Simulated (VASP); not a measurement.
Set up this calculation in VASP 6.6.1, as the native input.

- Task: single point
- Functional: LDA
- Potentials or basis: VASP PAW LDA potentials, release 64 (Pb_d, Se)
- Cutoff: 520 eV
- k mesh: 6 × 6 × 1
- Occupations: gaussian, width 0.03 eV
- Spin: no spin polarisation
- Dipole correction: yes
- Further INCAR settings: ALGO = Normal; EDIFF = 1e-07

The structure of PbSe lies in POSCAR:

```
PbSe
1.0
    4.2750318300      0.0000000000      0.0000000000
    0.0000000000      4.2750318300      0.0000000000
    0.0000000000      0.0000000000     27.0916160000
Pb Se
5 5
Direct
    0.5000000000      0.5000000000      0.2768384100
    0.0000000000      0.0000000000      0.3884192100
    0.5000000000      0.5000000000      0.5000000000
    0.0000000000      0.0000000000      0.6115807900
    0.5000000000      0.5000000000      0.7231615900
    0.0000000000      0.0000000000      0.2768384100
    0.5000000000      0.5000000000      0.3884192100
    0.0000000000      0.0000000000      0.5000000000
    0.5000000000      0.5000000000      0.6115807900
    0.0000000000      0.0000000000      0.7231615900
```

The input as run:

INCAR

```
PREC = Accurate
ENCUT = 520
EDIFF = 1E-7
ISMEAR = 0
SIGMA = 0.03
LREAL = F
LASPH = T
NELM = 80
ALGO = Normal
ISIF = 2
LWAVE = F
LCHARG = F
LDIPOL = T
IDIPOL = 3
DIPOL = 0.5 0.5 0.500
LVHAR = T
LVACPOTAV = T
ICORELEVEL = 1
KPAR = 2
```

KPOINTS

```
Automatic mesh
0
Gamma
  6 6 1
```

Potentials or basis: VASP PAW LDA potentials, release 64 (Pb_d, Se).

Launch:

```sh
$ cat potpaw_LDA.64/Pb_d/POTCAR potpaw_LDA.64/Se/POTCAR > POTCAR
$ mpirun -np 2 vasp_std > vasp.out
```

Results of the run:

The largest force is 0.399 eV/Å, the band gap on the k mesh is 0.52 eV, direct and the ionisation potential of the upper face is 4.53 eV.

Caveat: spin-orbit coupling is left out, which as a rule narrows the gap of such compounds by several tenths of an eV.

Wall time 2.4 min on 2 MPI ranks on AMD EPYC 9R45 96-Core Processor (Zen 5), with other jobs on the host, peak memory 0.49 GiB a rank.
